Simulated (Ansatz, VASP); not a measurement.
# Fitting the PBE energy curve of WAu

The structure is cubic, space group F-43m (No. 216). Conventional cell: a = 5.818 Å, b = 5.818 Å, c = 5.818 Å, α = 90.00°, β = 90.00°, γ = 90.00°. Around W (site symmetry -43m) lie 4 Au at 2.52 Å. Au (site symmetry -43m) is surrounded by 4 W at 2.52 Å.

The cell comes from a database or a generator and needn't be the stable form of this composition.

The cell was scaled at fixed shape and fractions and run with VASP, PBE PAW files Au, W_sv, 520 eV; PBE, k mesh 8 × 8 × 8 on the cell of 2 atoms, fermi-dirac occupations of 0.05 eV, no spin polarisation, no spin-orbit coupling. Energies are those that the program minimises, any entropy of the smearing included. For a metal such a mesh isn't converged to the digits shown.

```csv
V (Å³/atom),energy over the lowest row (meV/atom)
23.1448,40.77
23.6372,17.62
24.1297,4.41
24.6221,0.00
25.1145,3.39
25.6070,?
26.0994,30.17
```

Question: Fit the third-order Birch-Murnaghan form, give V0, B0 and B′, and predict the energy left open.

Answer: With y = (V0/V)^(2/3), E = E0 + (9 V0 B0/16) [(y - 1)³ B′ + (y - 1)² (6 - 4y)]. Least squares through the rows shown give V0 = 24.6443 Å³/atom, E0 = -0.01 meV, B0 = 126.3 GPa (1 eV/Å³ = 160.218 GPa) and B′ = 5.01, with a largest miss of 0.01 meV. At V = 25.6070 the form with these constants gives 13.72 meV; the run gave 13.72 meV an atom. Other set-ups at this level, from all their volumes (Å³/atom, GPa): Ansatz, Ansatz PAW (earlier soft set): V0 24.619, B0 126.1.
